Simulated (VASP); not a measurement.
Calculation: HSE06 screened hybrid, VASP's PBE PAW potentials (set 64) (plane waves; VASP 6.6.1).

A VASP calculation is set up with these files.

File POSCAR:
```
Ga31P33
1
   11.0671092084     0.0000000000     0.0000000000
    0.0000000000    11.0671092084     0.0000000000
    0.0000000000     0.0000000000    11.0671092084
Ga P
31 33
Direct
  0.4997411229   0.9998115301   0.9994356262
  0.7501314190   0.2496674412   0.0009519769
  0.7494538112   0.0007649333   0.2502181773
  0.0001719576   0.0002063693   0.0002480788
  0.2499684291   0.2499588736   0.9980002627
  0.5001711724   0.4998797100   0.9998083086
  0.7505666749   0.7506800093   0.9995562068
  0.2497673207   0.9979576321   0.2499309040
  0.4986551571   0.2493996757   0.2498097262
  0.7505426001   0.5006579709   0.2515054465
  0.5000637137   0.9994770869   0.5001736733
  0.7502328383   0.2514851457   0.5011986711
  0.7506588671   0.9987426396   0.7502833620
  0.9996710633   0.4997842450   0.9993679470
  0.2500750548   0.7496404179   0.0003468489
  0.9980454496   0.2499940875   0.2503767630
  0.2492043023   0.4991486468   0.2492416676
  0.5004137753   0.7507233349   0.2512435463
  0.9996290201   0.9999966473   0.4994865486
  0.2502477767   0.2497115019   0.4990006568
  0.7497707595   0.7493848202   0.5040987598
  0.2502240518   0.0004980068   0.7495465319
  0.5011163330   0.2513449342   0.7506227443
  0.7497635451   0.5036280824   0.7497496324
  0.0005702541   0.7497297654   0.2498406566
  0.9997421084   0.4998308974   0.5002014434
  0.2512624482   0.7503590161   0.5004171801
  0.0010555015   0.2495939051   0.7497937124
  0.2518134438   0.5005801334   0.7502565946
  0.5040973618   0.7493816872   0.7496602415
  0.9995313006   0.7503987166   0.7504734906
  0.6243012454   0.1252174465   0.1253477152
  0.8740472205   0.3754557056   0.1255624395
  0.8733726255   0.1257606710   0.3756804305
  0.1250654052   0.1252955933   0.1254458586
  0.3746771516   0.3746956454   0.1247416483
  0.6251216253   0.6252524226   0.1256586229
  0.8750746648   0.8753287037   0.1258096032
  0.3746740941   0.1242795079   0.3748286550
  0.6240254685   0.3730481556   0.3732194394
  0.8749163136   0.6261491381   0.3761772021
  0.6252769381   0.1251888868   0.6255077988
  0.8750236490   0.3759791532   0.6265489698
  0.8751153683   0.1252652842   0.8749864306
  0.1252269425   0.6245603552   0.1249742413
  0.3753447034   0.8738863401   0.1252395607
  0.1249320015   0.3747307014   0.3749849788
  0.3729634459   0.6240684976   0.3726729768
  0.6261870998   0.8745989883   0.3763180068
  0.1256774077   0.1251703095   0.6242099324
  0.3738303275   0.3729973745   0.6242315280
  0.4862497659   0.4863683947   0.4856079195
  0.6241404956   0.6237257759   0.6239564947
  0.8758519911   0.8753213062   0.6252108111
  0.3755308916   0.1256026809   0.8736570713
  0.6265896883   0.3760364383   0.8751158908
  0.8753560478   0.6255056592   0.8753479197
  0.1252828015   0.8737354198   0.3753410359
  0.1256911331   0.6249690501   0.6252009226
  0.3763015124   0.8743611179   0.6262117376
  0.1256595292   0.3754835216   0.8736972010
  0.3763492529   0.6260700896   0.8747198850
  0.6254135756   0.8753722062   0.8755459641
  0.1256439829   0.8751695955   0.8750397219
```

### INCAR
```
MAGMOM = 64*0.0156
PREC = Normal
LCHARG = F
SYSTEM = Ga31P33
LORBIT = 10
NELM = 50   ! most electronic steps
ALGO = Normal   ! blocked Davidson
ISIF = 0
ISMEAR = 0   ! Gaussian
SIGMA = 0.05   ! width (eV)
ISPIN = 2   ! spin-polarised
LHFCALC = T
LWAVE = F
HFSCREEN = 0.2
LREAL = Auto   ! projection in real space or not
NELECT = 259.0
ISYM = 0
LMAXMIX = 4   ! l cut-off of mixed one-centre charges
NELMIN = 4
AEXX = 0.25
GGA = PE   ! PBE
PRECFOCK = Fast
ENCUT = 400   ! plane-wave cut-off (eV)
LASPH = T
NUPDOWN = 1
EDIFF = 1E-5
```

### KPOINTS
```
Automatic mesh
0
Gamma
1 1 1
0 0 0
```

POTCAR, in this order: Ga P (PBE.64 set). Program: vasp_gam. Read from the step before: WAVECAR.

The run wrote:

File OSZICAR:
```
       N       E                     dE             d eps       ncg     rms          rms(c)
DAV:   1    -0.338451401044E+03   -0.33845E+03   -0.17032E+01   648   0.107E+01    0.106E+01
DAV:   2    -0.338574822010E+03   -0.12342E+00   -0.53391E-01   732   0.124E+00    0.703E+00
DAV:   3    -0.338543749358E+03    0.31073E-01   -0.32652E-02   726   0.336E-01    0.408E+00
DAV:   4    -0.338530269717E+03    0.13480E-01   -0.10347E-02   736   0.185E-01    0.228E+00
DAV:   5    -0.338525620508E+03    0.46492E-02   -0.25510E-03   752   0.890E-02    0.127E+00
DAV:   6    -0.338523934064E+03    0.16864E-02   -0.63171E-04   726   0.482E-02    0.700E-01
DAV:   7    -0.338523342928E+03    0.59114E-03   -0.22721E-04   692   0.300E-02    0.379E-01
DAV:   8    -0.338523144564E+03    0.19836E-03   -0.76185E-05   724   0.180E-02    0.203E-01
DAV:   9    -0.338523080662E+03    0.63903E-04   -0.25235E-05   484   0.110E-02    0.111E-01
DAV:  10    -0.338523062151E+03    0.18511E-04   -0.12599E-05   406   0.786E-03    0.564E-02
DAV:  11    -0.338523058065E+03    0.40860E-05   -0.46145E-06   372   0.441E-03
   1 F= -.33852306E+03 E0= -.33852306E+03  d E =-.573678E-11  mag=     1.0000
```

OUTCAR:
```
------------------------ aborting loop because EDIFF is reached ----------------------------------------
  volume of cell :     1355.51
      direct lattice vectors                 reciprocal lattice vectors
    11.067109208  0.000000000  0.000000000     0.090357832  0.000000000  0.000000000
     0.000000000 11.067109208  0.000000000     0.000000000  0.090357832  0.000000000
     0.000000000  0.000000000 11.067109208     0.000000000  0.000000000  0.090357832
  FREE ENERGIE OF THE ION-ELECTRON SYSTEM (eV)
  ---------------------------------------------------
  free  energy   TOTEN  =      -338.5230580648 eV

  energy  without entropy=     -338.5230580648  energy(sigma->0) =     -338.52305806

  exchange ACFDT corr.  =         0.00000000  see jH, gK, PRB 81, 115126

 total charge

# of ion       s       p       d       tot
------------------------------------------
    1        1.114   1.264   0.167   2.545
    2        1.077   1.282   0.170   2.529
    3        1.077   1.283   0.171   2.530
    4        1.079   1.279   0.169   2.527
    5        1.077   1.279   0.169   2.524
    6        1.078   1.279   0.169   2.526
    7        1.079   1.281   0.169   2.530
    8        1.077   1.280   0.169   2.526
    9        1.083   1.293   0.176   2.552
   10        1.079   1.275   0.171   2.525
   11        1.078   1.280   0.169   2.527
   12        1.079   1.276   0.171   2.527
   13        1.080   1.282   0.170   2.532
   14        1.114   1.263   0.167   2.544
   15        1.077   1.284   0.171   2.531
   16        1.077   1.279   0.169   2.525
   17        1.084   1.294   0.176   2.554
   18        1.079   1.276   0.171   2.527
   19        1.114   1.263   0.167   2.544
   20        1.083   1.294   0.176   2.554
   21        1.079   1.288   0.175   2.541
   22        1.077   1.283   0.170   2.530
   23        1.080   1.278   0.172   2.529
   24        1.079   1.289   0.175   2.543
   25        1.077   1.284   0.171   2.531
   26        1.078   1.280   0.169   2.527
   27        1.079   1.275   0.171   2.525
   28        1.077   1.282   0.170   2.529
   29        1.079   1.276   0.171   2.527
   30        1.079   1.289   0.175   2.542
   31        1.080   1.282   0.170   2.531
   32        1.018   1.529   0.000   2.547
   33        1.016   1.528   0.000   2.544
   34        1.016   1.528   0.000   2.545
   35        1.007   1.533   0.000   2.541
   36        1.007   1.537   0.000   2.544
   37        1.008   1.534   0.000   2.541
   38        1.007   1.536   0.000   2.543
   39        1.007   1.537   0.000   2.544
   40        1.028   1.490   0.000   2.518
   41        1.007   1.536   0.000   2.543
   42        1.008   1.535   0.000   2.542
   43        1.007   1.536   0.000   2.543
   44        1.007   1.536   0.000   2.543
   45        1.018   1.530   0.000   2.547
   46        1.016   1.528   0.000   2.545
   47        1.007   1.537   0.000   2.544
   48        1.029   1.490   0.000   2.519
   49        1.007   1.536   0.000   2.543
   50        1.018   1.529   0.000   2.547
   51        1.028   1.489   0.000   2.518
   52        1.186   1.234   0.000   2.420
   53        1.050   1.468   0.000   2.518
   54        1.014   1.533   0.000   2.547
   55        1.016   1.528   0.000   2.545
   56        1.007   1.536   0.000   2.543
   57        1.014   1.533   0.000   2.547
   58        1.016   1.529   0.000   2.545
   59        1.008   1.534   0.000   2.542
   60        1.007   1.536   0.000   2.543
   61        1.016   1.528   0.000   2.544
   62        1.007   1.536   0.000   2.543
   63        1.014   1.533   0.000   2.547
   64        1.007   1.536   0.000   2.543
--------------------------------------------------
tot         67.176  89.788   5.297 162.261

 magnetization (x)

# of ion       s       p       d       tot
------------------------------------------
    1       -0.001   0.008   0.001   0.008
    2       -0.000   0.001   0.001   0.001
    3       -0.000   0.001   0.001   0.001
    4       -0.000   0.000   0.000  -0.000
    5       -0.000  -0.001  -0.000  -0.001
    6       -0.000   0.001  -0.000   0.001
    7        0.003   0.000   0.000   0.003
    8       -0.000  -0.001  -0.000  -0.001
    9        0.006   0.003   0.001   0.010
   10        0.005   0.006   0.001   0.013
   11       -0.000   0.001  -0.000   0.001
   12        0.005   0.006   0.001   0.013
   13        0.003   0.000   0.000   0.003
   14       -0.001   0.008   0.001   0.007
   15       -0.000   0.001   0.001   0.001
   16       -0.000  -0.001  -0.000  -0.001
   17        0.006   0.003   0.001   0.010
   18        0.005   0.007   0.001   0.013
   19       -0.001   0.008   0.001   0.007
   20        0.006   0.003   0.001   0.010
   21        0.000   0.007   0.002   0.009
...
```
(Selected blocks of OUTCAR.)

The cell is charged, with a uniform compensating background. The supercell is sampled at Γ alone, which is coarse: total energies, pressure and levels can be off, energies of defects by several tenths of an eV.

The cell is a supercell with a defect, built from GaP (zinc blende): P_Ga, charge -1. The cell's shape comes from a PBE relaxation.
